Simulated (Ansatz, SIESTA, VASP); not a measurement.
## LaSi3Ru (P1, 5 atoms in the cell) computed with different codes at matched settings

Self-consistent single point, at a second geometry (atoms moved at random). First geometry:

```
CELL_PARAMETERS angstrom
     -2.13273     2.13273     4.98224
      2.13273    -2.13273     4.98224
      2.13273     2.13273    -4.98224
ATOMIC_POSITIONS crystal
  La 0.99929 0.99929 0.00000
  Si 0.41773 0.41773 0.00000
  Si 0.26066 0.76066 0.50000
  Si 0.76066 0.26066 0.50000
  Ru 0.65565 0.65565 0.00000
```

Second geometry:
```yaml
crystal:
  lattice:
    - [-2.13273, 2.13273, 4.98224]
    - [2.13273, -2.13273, 4.98224]
    - [2.13273, 2.13273, -4.98224]
  atoms:
    - { symbol: La, position: [0.01429, 0.00485, 0.01504] }
    - { symbol: Si, position: [0.41189, 0.42237, 0.00421] }
    - { symbol: Si, position: [0.25745, 0.75445, 0.48673] }
    - { symbol: Si, position: [0.74640, 0.25437, 0.48024] }
    - { symbol: Ru, position: [0.66396, 0.65795, 0.01379] }
```

Shared settings, as Ansatz (an electronic-structure program) writes them: kpoints.mp_grid.grid = 9 9 9; scf.occupations.method = gaussian; scf.occupations.width = 0.05 eV. Potentials and cutoffs stand in the table.

| code | model | ΔF from the first geometry (meV/atom) | pressure (GPa) | largest force (eV/Å) | cutoff |
|---|---|---|---|---|---|
| Ansatz | PBEsol, PAW files made with PBE | 12.3 | -3.19 | 0.788 | default |
| SIESTA | GGA PBEsol, numerical atomic orbitals DZP, PseudoDojo PBEsol standard norm-conserving potentials (rewritten from UPF to PSML) | 12.3 | -1.45 | 0.840 | grid 400 Ry |
| VASP | PBEsol, VASP's PBE PAW potentials (set 64) | 12.2 | -3.35 | 0.790 | 300 eV |

Size of the force on each atom (eV/Å): Sizes of forces hide their directions.

| code | La1 | Si2 | Si3 | Si4 | Ru5 |
|---|---|---|---|---|---|
| Ansatz | 0.397 | 0.402 | 0.672 | 0.450 | 0.788 |
| SIESTA | 0.358 | 0.433 | 0.746 | 0.474 | 0.840 |
| VASP | 0.396 | 0.404 | 0.675 | 0.452 | 0.790 |

On Ansatz's run: spin polarisation is off.

The spread over the programs that give each value: ΔF from the first geometry within 0.1 meV/atom; pressure within 1.90 GPa; largest force within 0.052 eV/Å.

SIESTA uses small atom-centred bases, whose incompleteness enters pressures, forces and empty levels differently from a plane-wave cutoff. Ansatz's pressure is given at a fixed set of plane waves, as the other plane-wave codes print theirs; with its correction for the finite basis it is -3.15 GPa. In the pressure, SIESTA (by 1.82) lies more than 1 GPa from the median of the plane-wave programs. In the force vectors, SIESTA (by 0.090) lies more than 0.08 eV/Å from the median of the plane-wave programs.

VASP's run is marked for a possible Pulay error in its stress at this cutoff; no cutoff test was made.

The starting cell comes from a database of computed structures (which also holds hypothetical and non-ambient phases and stackings), without a prior relaxation at this level. For this run, on top of that: atoms moved at random.

Keys are those of Ansatz 0.2.
